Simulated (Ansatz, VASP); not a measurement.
**One calculation of SnC2, two programs**

Contents of INCAR:

```
ALGO = Normal ; EDIFF = 1E-7
EDIFFG = -0.04 ; ENCUT = 600
GGA = PE ; IBRION = 2
ISIF = 3 ; ISMEAR = 0
LASPH = T ; LCHARG = F
LREAL = F ; LWAVE = F
NELM = 100 ; NSW = 90
PREC = Accurate ; SIGMA = 0.1
```

The input KPOINTS:

```
k-points
0
Gamma
  6 6 4
```

POSCAR

```
SnC2
1.0
    2.9279588800      0.0000000000      0.0000000000
   -1.4639794400      2.5356867700      0.0000000000
    0.0000000000      0.0000000000      4.6155828600
Sn C
1 2
Direct
    0.0000000000      0.0000000000      0.0000000000
    0.6666666700      0.3333333300      0.7249647000
    0.6666666700      0.3333333300      0.2750353000
```

Input for Ansatz:

```yaml
crystal:
  lattice:
    - [2.92795888, 0.0, 0.0]
    - [-1.46397944, 2.53568677, 0.0]
    - [0.0, 0.0, 4.61558286]
  atoms:
    - { symbol: Sn, position: [0.0, 0.0, 0.0] }
    - { symbol: C, position: [0.66666667, 0.33333333, 0.7249647] }
    - { symbol: C, position: [0.66666667, 0.33333333, 0.2750353] }
basis:
  ecutwfc: 420
kpoints:
  mp_grid: { grid: [6, 6, 4] }
hamiltonian:
  xc: pbe
scf:
  occupations: { method: gaussian, width: 0.1 }
  lower_state_search: "off"
output:
  forces: true
  stress: true
  eigenvalues: true
relax:
  adjacent_minimum: "off"
  f_tol: 0.04
  max_steps: 70
  cell: { stress_tol: 0.4 }
```

Alike in both runs: task relaxation of cell and atoms; functional PBE; k mesh 6 × 6 × 4; occupations gaussian, width 0.1 eV; no spin polarisation.

```csv
,VASP,Ansatz
version,VASP 6.6.1,Ansatz 0.2.0
potentials or method,"VASP PAW PBE potentials, release 64 (Sn_d, C)","scalar-relativistic, plane waves, PAW"
plane-wave cutoff (eV),600,420
valence electrons in the cell,22,22
```

```csv
,VASP,Ansatz,Ansatz less VASP
"gap on the k mesh at the Fermi level, each at its own relaxed structure (eV)",none,none,-
relaxed volume (Å³/atom),13.44,13.41,-0.035
relaxed cell length with the largest relative difference (Å),4.159,4.154,-0.0049
energy change over the relaxation (meV/atom),-1898,-1901,-3.4
```

A gap of «none» marks a metal or a gap that the smearing closes.

Caveats: the k mesh is coarse (spacing up to 0.41 Å⁻¹), so the values aren't converged; the volume moved by over 15 % at a fixed basis, so the end points are rough (VASP).
